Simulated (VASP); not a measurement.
# Lattice of Europium, functional by functional

Which functional gives which lattice for Europium? The starting structure is a measured crystal structure from the Crystallography Open Database.

Calculated with VASP 6.6.1; Kohn-Sham DFT with plane waves and PAW; PBEsol, r2SCAN, PBE and LDA.

## Step 1: The structure

It takes space group Im-3m (No. 229, cubic). Conventional cell: a = 4.551 Å, b = 4.551 Å, c = 4.551 Å, α = 90.00°, β = 90.00°, γ = 90.00°. Nearest to Eu lie 8 Eu at 3.94 Å.

Structure file:

```
Eu
1.0
    -2.27550    2.27550    2.27550
     2.27550   -2.27550    2.27550
     2.27550    2.27550   -2.27550
Eu
1
Direct
  0.00000 0.00000 0.00000
```

## Step 2: Relaxation with PBEsol

PBEsol restores the gradient expansion of exchange and is tuned for the cells of solids. This run starts from the cell of an earlier relaxation, which isn't shown; the restart sets up the plane waves anew.

Input file INCAR:

```
SYSTEM = Eu
PREC = Accurate
ENCUT = 520
EDIFF = 1E-07
NELM = 100
ISMEAR = 1
SIGMA = 0.15
LREAL = .FALSE.
ALGO = Normal
GGA = PS
NBANDS = 10
ISPIN = 2
MAGMOM = 0
LASPH = .TRUE.
LMAXMIX = 6
LORBIT = 11
LWAVE = .FALSE.
LCHARG = .FALSE.
KPAR = 4
IBRION = 2
NSW = 50
ISIF = 3
EDIFFG = -0.005
```

Input file POSCAR:

```
Eu
1.0
   -2.1543420393      2.1543420393      2.1543420393
    2.1543420393     -2.1543420393      2.1543420393
    2.1543420393      2.1543420393     -2.1543420393
Eu
1
Direct
    0.0000000000      0.0000000000      0.0000000000
```

Input file KPOINTS:

```
Automatic mesh
0
Gamma
14 14 14
0 0 0
```

PAW data sets: Eu_2 (PBE family, release 64).

The run is started by

```console
mpirun -np 4 vasp_std
```

Log:

```text
[banner, memory and clock lines left out]
running    4 mpi-ranks, on    1 nodes
 distrk:  each k-point on    1 cores,    4 groups
 distr:  one band on    1 cores,    1 groups

 POSCAR found type information on POSCAR Eu
 POSCAR found :  1 types and       1 ions
|                                                                             |
|               ----> ADVICE to this user running VASP <----                  |
|                                                                             |
|     You enforced a specific xc type in the INCAR file but a different       |
|     [... a line on the potential file left out ...]
|     I HOPE YOU KNOW WHAT YOU ARE DOING!                                     |
|                                                                             |

 LDA part: xc-table for (Slater+PW92), standard interpolation
 POSCAR, INCAR and KPOINTS ok, starting setup
 FFT: planning ... GRIDC
 FFT: planning ... GRID_SOFT
 FFT: planning ... GRID
 WAVECAR not read
 entering main loop
       N       E                     dE             d eps       ncg     rms          rms(c)
DAV:   1     0.157177459683E+02    0.15718E+02   -0.36974E+03  4176   0.673E+02
DAV:   2    -0.172860532798E+01   -0.17446E+02   -0.17136E+02  5706   0.156E+02
DAV:   3    -0.213695880982E+01   -0.40835E+00   -0.39834E+00  6072   0.201E+01
DAV:   4    -0.214090216036E+01   -0.39434E-02   -0.39381E-02  6766   0.153E+00
DAV:   5    -0.214091062466E+01   -0.84643E-05   -0.84625E-05  5854   0.611E-02    0.735E+00
DAV:   6    -0.215559284796E+01   -0.14682E-01   -0.97163E-04  5732   0.354E-01    0.438E+00
DAV:   7    -0.216429754603E+01   -0.87047E-02   -0.22209E-03  5276   0.504E-01    0.550E-02
DAV:   8    -0.216427389791E+01    0.23648E-04   -0.10692E-04  6402   0.765E-02    0.182E-02
DAV:   9    -0.216427423834E+01   -0.34043E-06   -0.82466E-06  6670   0.232E-02    0.576E-03
DAV:  10    -0.216427386599E+01    0.37235E-06   -0.75616E-07  6622   0.562E-03    0.221E-03
DAV:  11    -0.216427385817E+01    0.78162E-08   -0.12913E-08  3150   0.955E-04
   1 F= -.21642739E+01 E0= -.21647094E+01  d E =-.216427E+01  mag=     0.0000
 curvature:   0.00 expect dE= 0.000E+00 dE for cont linesearch  0.000E+00
 trial: gam= 0.00000 g(F)=  0.410E-62 g(S)=  0.534E-06 ort = 0.000E+00 (trialstep = 0.100E+01)
 search vector abs. value=  0.534E-06
 reached required accuracy - stopping structural energy minimisation
```

Elapsed: 8.6 s, on 4 MPI ranks of Intel Xeon 6975P-C (Granite Rapids), shared host; peak memory 0.84 GiB; 33 s of CPU time.

The logs omit lines about the potential files and the build; timing stands in the text.

OUTCAR, selected parts (step 2):

```text
ion  position               nearest neighbor table
   1  0.000  0.000  0.000-

  LATTYP: Found a body centered cubic cell.
 ALAT       =     4.3086840786

 Subroutine GETGRP returns: Found 48 space group operations
 (whereof 48 operations were pure point group operations)

The static configuration has the point symmetry O_h .

 Found    104 irreducible k-points:

   k-points           NKPTS =    104   k-points in BZ     NKDIM =    104   number of bands    NBANDS=     10

   dimension x,y,z NGX =    28 NGY =   28 NGZ =   28
   dimension x,y,z NGXF=    56 NGYF=   56 NGZF=   56

   ENCUT  =  520.0 eV  38.22 Ry    6.18 a.u.   6.94  6.94  6.94*2*pi/ulx,y,z

   NELECT =       8.0000    total number of electrons

 k-points in reciprocal lattice and weights: Automatic mesh
   0.00000000  0.00000000  0.00000000       0.000
   0.07142857  0.00000000  0.00000000       0.004
   0.14285714  0.00000000  0.00000000       0.004
   0.21428571  0.00000000  0.00000000       0.004
   0.28571429  0.00000000  0.00000000       0.004
   0.35714286  0.00000000  0.00000000       0.004
   0.42857143  0.00000000  0.00000000       0.004
   0.50000000  0.00000000  0.00000000       0.002
   0.07142857  0.07142857  0.00000000       0.009
[...]
0.50000000  0.50000000  0.42857143       0.004
   0.50000000  0.50000000  0.50000000       0.000

 average (electrostatic) potential at core
       1 -32.3379

 E-fermi :   1.9451

 spin component 1
 k-point     1 :       0.0000    0.0000    0.0000
  band No.  band energies     occupation
      1     -16.3866      1.00000
      2     -16.3866      1.00000
      3     -16.3866      1.00000
      4      -1.9865      1.00000
      5       4.5963     -0.00000
      6       4.5963     -0.00000
      7       4.5963     -0.00000
      8       6.4899      0.00000
      9       6.4899      0.00000
    ...

 k-point     2 :       0.0714    0.0000    0.0000
  band No.  band energies     occupation
      1     -16.4197      1.00000
      2     -16.3966      1.00000
      3     -16.3868      1.00000
      4      -1.8559      1.00000
      5       4.4855     -0.00000
      6       4.5374     -0.00000
      7       4.7276     -0.00000
      8       6.3028      0.00000
      9       6.4801      0.00000
    ...

 k-point     3 :       0.1429    0.0000    0.0000
  band No.  band energies     occupation
      1     -16.5108      1.00000
      2     -16.4244      1.00000
      3     -16.3874      1.00000
      4      -1.4817      1.00000
      5       4.2039     -0.00000
      6       4.2845     -0.00000
      7       5.1169      0.00000
      8       6.0597      0.00000
      9       6.4733      0.00000
    ...

 k-point     4 :       0.2143    0.0000    0.0000
  band No.  band energies     occupation
      1     -16.6385      1.00000
      2     -16.4642      1.00000
      3     -16.3883      1.00000
      4      -0.9191      1.00000
      5       3.8360     -0.00000
      6       3.8530     -0.00000
      7       5.7495      0.00000
      8       6.0783      0.00000
      9       6.5161      0.00000
    ...

 k-point     5 :       0.2857    0.0000    0.0000
  band No.  band energies     occupation
      1     -16.7753      1.00000
      2     -16.5079      1.00000
      3     -16.3893      1.00000
      4      -0.2702      1.00000
      5       3.4205     -0.00000
      6       3.5177     -0.00000
      7       6.2686      0.00000
      8       6.5979      0.00000
      9       6.6452      0.00000
    ...

 k-point     6 :       0.3571    0.0000    0.0000
  band No.  band energies     occupation
      1     -16.8945      1.00000
      2     -16.5468      1.00000
      3     -16.3903      1.00000
      4       0.3003      1.00000
      5       3.2466     -0.00000
      6       3.2506     -0.00000
      7       6.4440      0.00000
      8       6.8662      0.00000
      9       7.6093      0.00000
    ...

  Total        0.0019209      0.0019209      0.0019209      0.0000000     -0.0000000      0.0000000
  in kB        0.0769521      0.0769521      0.0769521      0.0000000     -0.0000000      0.0000000
  external PRESSURE =       0.0769521 kB  Pullay stress =       0.0000000 kB

  energy-cutoff  :      520.00
  volume of cell :       39.99
      direct lattice vectors                 reciprocal lattice vectors
    -2.154342039  2.154342039  2.154342039     0.000000000  0.232089423  0.232089423
     2.154342039 -2.154342039  2.154342039     0.232089423  0.000000000  0.232089423
     2.154342039  2.154342039 -2.154342039     0.232089423  0.232089423  0.000000000

 POSITION                                       TOTAL-FORCE (eV/Angst)
 -----------------------------------------------------------------------------------
      0.00000      0.00000      0.00000         0.000000      0.000000      0.000000
 -----------------------------------------------------------------------------------
    total drift:                               -0.000000     -0.000000     -0.000000

  FREE ENERGIE OF THE ION-ELECTRON SYSTEM (eV)
  ---------------------------------------------------
  free  energy   TOTEN  =        -2.1642738582 eV

  energy  without entropy=       -2.1655806010  energy(sigma->0) =       -2.16470944

 reached required accuracy - stopping structural energy minimisation

 total charge
# of ion       s       p       d       tot
------------------------------------------
    1        0.481   6.300   0.538   7.320

 magnetization (x)
# of ion       s       p       d       tot
------------------------------------------
    1        0.000  -0.000   0.000   0.000

[... 1 further part left out ...]
```

CONTCAR:

```
Eu
   1.00000000000000
    -2.1543420392999999    2.1543420392999999    2.1543420392999999
     2.1543420392999999   -2.1543420392999999    2.1543420392999999
     2.1543420392999999    2.1543420392999999   -2.1543420392999999
  Eu
     1
Direct
     0.0000000000000000    0.0000000000000000    0.0000000000000000
```

The data set Eu_2 holds the 4f electrons frozen in the core, so no f bands or f moments appear. The PAW data sets were made with PBE, which is usual practice but a small mismatch for other functionals. The run keeps the 48 symmetry operations of its start, so it cannot find a distortion of lower symmetry.

With PBEsol the relaxed cell holds 39.995 Å³ an atom, -15.14 % against the measured cell, with a = 4.309 Å.

## Step 3: Relaxation with r2SCAN

r2SCAN adds the kinetic-energy density, costs more than a GGA and is run with LASPH. This run starts from the cell of an earlier relaxation, which isn't shown; the restart sets up the plane waves anew.

Changes to INCAR since step 2:

```diff
@@ -9,3 +9,4 @@
 ALGO = Normal
-GGA = PS
+METAGGA = R2SCAN
+LASPH = .TRUE.
 NBANDS = 10
@@ -13,3 +14,2 @@
 MAGMOM = 0
-LASPH = .TRUE.
 LMAXMIX = 6
```

Input file POSCAR:

```
Eu
1.0
   -2.2203909168      2.2203909168      2.2203909168
    2.2203909168     -2.2203909168      2.2203909168
    2.2203909168      2.2203909168     -2.2203909168
Eu
1
Direct
    0.0000000000      0.0000000000      0.0000000000
```

KPOINTS is that of step 2.

The run is started by

```console
mpirun -np 4 vasp_std
```

Log:

```text
[banner, memory and clock lines left out]
running    4 mpi-ranks, on    1 nodes
[...]
[... a notice as in an earlier step ...]

 LDA part: xc-table for (None), standard interpolation
 POSCAR, INCAR and KPOINTS ok, starting setup
[...]
entering main loop
       N       E                     dE             d eps       ncg     rms          rms(c)
DAV:   1    -0.954629201179E+01   -0.95463E+01   -0.37271E+03  4176   0.690E+02
DAV:   2    -0.272170686431E+02   -0.17671E+02   -0.17382E+02  5522   0.157E+02
DAV:   3    -0.276055464252E+02   -0.38848E+00   -0.37623E+00  6084   0.191E+01
DAV:   4    -0.276107045444E+02   -0.51581E-02   -0.51503E-02  6778   0.173E+00
[...]
DAV:  13    -0.271491976584E+02   -0.12310E-06   -0.84178E-09  2970   0.109E-03    0.229E-04
DAV:  14    -0.271491977720E+02   -0.11359E-06   -0.36254E-09  2864   0.677E-04    0.150E-04
DAV:  15    -0.271491978297E+02   -0.57704E-07   -0.17962E-09  2732   0.505E-04
   1 F= -.27149198E+02 E0= -.27149680E+02  d E =-.271492E+02  mag=    -0.0000
[...]
reached required accuracy - stopping structural energy minimisation
```

Wall time 52 s (4 MPI ranks); peak memory 0.93 GiB.

Parts of OUTCAR (step 3):

```text
  Total        0.0001823      0.0001823      0.0001823      0.0000000      0.0000000     -0.0000000
  in kB        0.0066702      0.0066702      0.0066702      0.0000000      0.0000000     -0.0000000
  external PRESSURE =       0.0066702 kB  Pullay stress =       0.0000000 kB

 POSITION                                       TOTAL-FORCE (eV/Angst)
 -----------------------------------------------------------------------------------
      0.00000      0.00000      0.00000         0.000000     -0.000000      0.000000
 -----------------------------------------------------------------------------------
    total drift:                               -0.000000     -0.000000      0.000000

  FREE ENERGIE OF THE ION-ELECTRON SYSTEM (eV)
  ---------------------------------------------------
  free  energy   TOTEN  =       -27.1491978297 eV

  energy  without entropy=      -27.1506429848  energy(sigma->0) =      -27.14967955

 magnetization (x)
# of ion       s       p       d       tot
------------------------------------------
    1       -0.000  -0.000  -0.000  -0.000

[... 2 parts as in an earlier step ...]

[... 2 further parts left out ...]
[key lines of the parts left out:]
E-fermi :   1.7848
```

With r2SCAN the relaxed cell holds 43.787 Å³ an atom, -7.09 % against the measured cell, with a = 4.441 Å. That is +9.48 % from PBEsol.

## Step 4: Relaxation with PBE

PBE, the usual starting point, adds the gradient of the density. This run starts from the cell of an earlier relaxation, which isn't shown; the restart sets up the plane waves anew.

Changes to INCAR since step 3:

```diff
@@ -9,4 +9,3 @@
 ALGO = Normal
-METAGGA = R2SCAN
-LASPH = .TRUE.
+GGA = PE
 NBANDS = 10
@@ -14,2 +13,3 @@
 MAGMOM = 0
+LASPH = .TRUE.
 LMAXMIX = 6
```

Input file POSCAR:

```
Eu
1.0
   -2.2243663825      2.2243663825      2.2243663825
    2.2243663825     -2.2243663825      2.2243663825
    2.2243663825      2.2243663825     -2.2243663825
Eu
1
Direct
    0.0000000000      0.0000000000      0.0000000000
```

KPOINTS is that of step 3.

The run is started by

```console
mpirun -np 4 vasp_std
```

Log:

```text
[banner, memory and clock lines left out]
running    4 mpi-ranks, on    1 nodes
[...]
LDA part: xc-table for (Slater+PW92), standard interpolation
 POSCAR, INCAR and KPOINTS ok, starting setup
[...]
entering main loop
       N       E                     dE             d eps       ncg     rms          rms(c)
DAV:   1     0.161247573074E+02    0.16125E+02   -0.36132E+03  4208   0.657E+02
DAV:   2    -0.143505992626E+01   -0.17560E+02   -0.17258E+02  5666   0.157E+02
DAV:   3    -0.183663859083E+01   -0.40158E+00   -0.38942E+00  6102   0.196E+01
DAV:   4    -0.184094692999E+01   -0.43083E-02   -0.42931E-02  6742   0.159E+00
[...]
DAV:   9    -0.186164901635E+01   -0.63959E-05   -0.82851E-06  6598   0.197E-02    0.606E-03
DAV:  10    -0.186164892208E+01    0.94274E-07   -0.10191E-06  6442   0.654E-03    0.376E-03
DAV:  11    -0.186164886924E+01    0.52836E-07   -0.54452E-08  3570   0.180E-03
   1 F= -.18616489E+01 E0= -.18620284E+01  d E =-.186165E+01  mag=    -0.0000
[...]
reached required accuracy - stopping structural energy minimisation
```

Wall time 12 s (4 MPI ranks); peak memory 0.92 GiB; 45 s of CPU time.

Parts of OUTCAR (step 4):

```text
  Total       -0.0000150     -0.0000150     -0.0000150      0.0000000      0.0000000      0.0000000
  in kB       -0.0005447     -0.0005447     -0.0005447      0.0000000      0.0000000      0.0000000
  external PRESSURE =      -0.0005447 kB  Pullay stress =       0.0000000 kB

  FREE ENERGIE OF THE ION-ELECTRON SYSTEM (eV)
  ---------------------------------------------------
  free  energy   TOTEN  =        -1.8616488692 eV

  energy  without entropy=       -1.8627873917  energy(sigma->0) =       -1.86202838

 magnetization (x)
# of ion       s       p       d       tot
------------------------------------------
    1       -0.000  -0.000   0.000   0.000

[... 3 parts as in an earlier step ...]

[... 2 further parts left out ...]
[key lines of the parts left out:]
E-fermi :   1.7805
```

With PBE the relaxed cell holds 44.023 Å³ an atom, -6.59 % against the measured cell, with a = 4.449 Å. That is +10.07 % from PBEsol.

## Step 5: Relaxation with LDA

LDA, the lowest rung, knows the local density alone. This run starts from the cell of an earlier relaxation, which isn't shown; the restart sets up the plane waves anew.

Changes to INCAR since step 4:

```diff
@@ -9,3 +9,3 @@
 ALGO = Normal
-GGA = PE
+GGA = CA
 NBANDS = 10
```

Input file POSCAR:

```
Eu
1.0
   -2.0786336186      2.0786336186      2.0786336186
    2.0786336186     -2.0786336186      2.0786336186
    2.0786336186      2.0786336186     -2.0786336186
Eu
1
Direct
    0.0000000000      0.0000000000      0.0000000000
```

KPOINTS is that of step 4.

The run is started by

```console
mpirun -np 4 vasp_std
```

Log:

```text
[banner, memory and clock lines left out]
running    4 mpi-ranks, on    1 nodes
[...]
[... a notice as in an earlier step ...]

 LDA part: xc-table for (Slater(with rela. corr.)+CA(PZ))
 , standard interpolation
 POSCAR, INCAR and KPOINTS ok, starting setup
[...]
entering main loop
       N       E                     dE             d eps       ncg     rms          rms(c)
DAV:   1     0.160213979214E+02    0.16021E+02   -0.36334E+03  4248   0.675E+02
DAV:   2    -0.194968560461E+01   -0.17971E+02   -0.17595E+02  5622   0.157E+02
DAV:   3    -0.235218178932E+01   -0.40250E+00   -0.38845E+00  6010   0.204E+01
DAV:   4    -0.235627687997E+01   -0.40951E-02   -0.40893E-02  6700   0.155E+00
[...]
DAV:   8    -0.238425760454E+01    0.91846E-04   -0.25456E-04  6638   0.127E-01    0.112E-02
DAV:   9    -0.238425713557E+01    0.46897E-06   -0.76873E-06  6486   0.220E-02    0.735E-03
DAV:  10    -0.238425710479E+01    0.30778E-07   -0.20149E-07  4660   0.291E-03
   1 F= -.23842571E+01 E0= -.23844922E+01  d E =-.238426E+01  mag=     0.0000
[...]
reached required accuracy - stopping structural energy minimisation
```

Wall time 7.2 s (4 MPI ranks); peak memory 0.73 GiB.

OUTCAR, selected parts (step 5):

```text
  Total        0.0029668      0.0029668      0.0029668      0.0000000      0.0000000     -0.0000000
  in kB        0.1323125      0.1323125      0.1323125      0.0000000      0.0000000     -0.0000000
  external PRESSURE =       0.1323125 kB  Pullay stress =       0.0000000 kB

 POSITION                                       TOTAL-FORCE (eV/Angst)
 -----------------------------------------------------------------------------------
      0.00000      0.00000      0.00000        -0.000000     -0.000000     -0.000000
 -----------------------------------------------------------------------------------
    total drift:                               -0.000000     -0.000000     -0.000000

  FREE ENERGIE OF THE ION-ELECTRON SYSTEM (eV)
  ---------------------------------------------------
  free  energy   TOTEN  =        -2.3842571048 eV

  energy  without entropy=       -2.3849624741  energy(sigma->0) =       -2.38449223

 magnetization (x)
# of ion       s       p       d       tot
------------------------------------------
    1       -0.000   0.000  -0.000   0.000

[... 2 parts as in an earlier step ...]

[... 2 further parts left out ...]
[key lines of the parts left out:]
E-fermi :   2.1741
```

With LDA the relaxed cell holds 35.925 Å³ an atom, -23.77 % against the measured cell, with a = 4.157 Å. That is -10.18 % from PBEsol.

## Step 6: All runs side by side

| level | volume (Å³/atom) | against the measured cell (%) | a (Å) | pressure left (GPa) | core minutes |
| --- | --- | --- | --- | --- | --- |
| PBEsol | 39.995 | -15.14 | 4.3087 | 0.01 | 3.48 |
| r2SCAN | 43.787 | -7.09 | 4.4408 | 0.0 | 16.4 |
| PBE | 44.023 | -6.59 | 4.4487 | 0.0 | 3.89 |
| LDA | 35.925 | -23.77 | 4.1573 | 0.01 | 6.16 |

Core minutes are wall time times ranks, summed over the relaxations behind a row (those for a bulk modulus apart), on shared hosts.

## Step 7: Results

* volume, PBEsol: 39.99 Å³/atom
* volume, r2SCAN: 43.79 Å³/atom
* volume, PBE: 44.02 Å³/atom
* volume, LDA: 35.92 Å³/atom

**Reading.** Across 4 levels the volume of Europium spans 22.5 %, from 35.92 Å³ an atom (LDA) to 44.02 Å³ (PBE). Against the measured volume of the starting structure, PBE comes nearest (-6.6 %) and LDA lies farthest (-23.8 %). The measured cell holds zero-point expansion and, unless it was taken cold, thermal expansion, which the runs lack, so small differences decide nothing. All runs keep the symmetry of the start, so they can't find a distortion of lower symmetry.

[Lines on the potential files, build, host, timing and source positions are cut from VASP's logs without a mark.]

[Logs are printed without paths, hosts, clocks, repeated set-up lines and the standing remarks that a program may print on its own settings, such as how far it seeks lower states.]

[Hosts, paths, dates, database ids (printed as entryN), source tags and the programs' standing remarks are cut or masked in the printed files.]
